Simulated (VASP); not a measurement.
A convergence study with VASP on AgBr (rock salt): one setting is varied, all else stays as given below, so the limit is that of these other settings.

```
AgBr
1.0
    0.00000     2.88500     2.88500
    2.88500     0.00000     2.88500
    2.88500     2.88500     0.00000
Ag Br
1 1
Direct
  0.00000   0.00000   0.00000
  0.50000   0.50000   0.50000
```

Computed with PBE GGA, VASP's PBE PAW potentials (set 64) (plane waves; VASP 6.6.1). The tightest run used: 550 eV cut-off, 13×13×13 Monkhorst-Pack mesh, Gaussian smearing of 0.050 eV, potentials Ag Br.

### Question
The settings run are 1×1×1 mesh; 2×2×2 mesh; 3×3×3 mesh; 4×4×4 mesh; 5×5×5 mesh; 6×6×6 mesh; 7×7×7 mesh; 8×8×8 mesh; 9×9×9 mesh; 10×10×10 mesh; 11×11×11 mesh; 12×12×12 mesh; 13×13×13 mesh. From which on does the stress (every component) stay within 0.2 GPa of the tightest run?

### Answer
From 4×4×4 mesh on: it is off by 0.00 there and by no more than 0.2 in any finer run, while 3×3×3 mesh is off by 0.83.
| setting | E (eV/atom) | pressure (GPa) | irreducible k-points | difference judged (GPa) |
|---|---|---|---|---|
| 1×1×1 mesh | -0.4290 | 8.76 | 1 | 7.26 |
| 2×2×2 mesh | -2.4784 | 1.55 | 2 | 0.06 |
| 3×3×3 mesh | -2.4451 | 2.33 | 4 | 0.83 |
| 4×4×4 mesh | -2.4959 | 1.50 | 10 | 0.00 |
| 5×5×5 mesh | -2.4935 | 1.56 | 10 | 0.06 |
| 6×6×6 mesh | -2.4959 | 1.50 | 28 | 0.00 |
| 7×7×7 mesh | -2.4958 | 1.50 | 20 | 0.01 |
| 8×8×8 mesh | -2.4959 | 1.50 | 60 | 0.00 |
| 9×9×9 mesh | -2.4959 | 1.50 | 35 | 0.00 |
| 10×10×10 mesh | -2.4959 | 1.50 | 110 | 0.00 |
| 11×11×11 mesh | -2.4959 | 1.50 | 56 | 0.00 |
| 12×12×12 mesh | -2.4959 | 1.50 | 182 | 0.00 |
| 13×13×13 mesh | -2.4959 | 1.50 | 84 | 0.00 |

Left out are rungs that failed or repeat a setting and relaxations that didn't move; long series are thinned to 24 rows.

The compound is AgBr in the rock salt structure. The cell was not relaxed at this level.
